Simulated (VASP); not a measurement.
Consider the following.

```xyz
6
Lattice="4.6891 0.0000 0.0000 0.0000 4.6891 0.0000 0.0000 0.0000 3.0961" Properties=species:S:1:pos:R:3 pbc="T T T"
Mg     0.0000     0.0000     0.0000
Mg     2.3446     2.3446     1.5481
F      1.4189     1.4189     0.0000
F      3.7634     0.9257     1.5481
F      0.9257     3.7634     1.5481
F      3.2702     3.2702     0.0000
```

Method: vdW-DF2, VASP's PBE PAW potentials (set 64) (plane waves; VASP 6.6.1). Run with 520 eV cut-off, 4×4×7 Γ-centred mesh, Gaussian smearing of 0.050 eV, potentials Mg F.

Q: Estimate the energy per atom (σ→0), band gap (on the k-mesh) with the smallest direct gap where there is one.

A: 
| Item | Result |
|---|---|
| band gap (on the k-mesh) | 6.80 eV |
| smallest direct gap (on the k-mesh) | 6.80 eV |
| energy per atom (σ→0) | -3.788 eV/atom |

Total energies compare only between runs with the same potentials, cut-off and functional.

The compound is MgF2 in the rutile structure. It was relaxed first. The start is the result of an earlier pass.
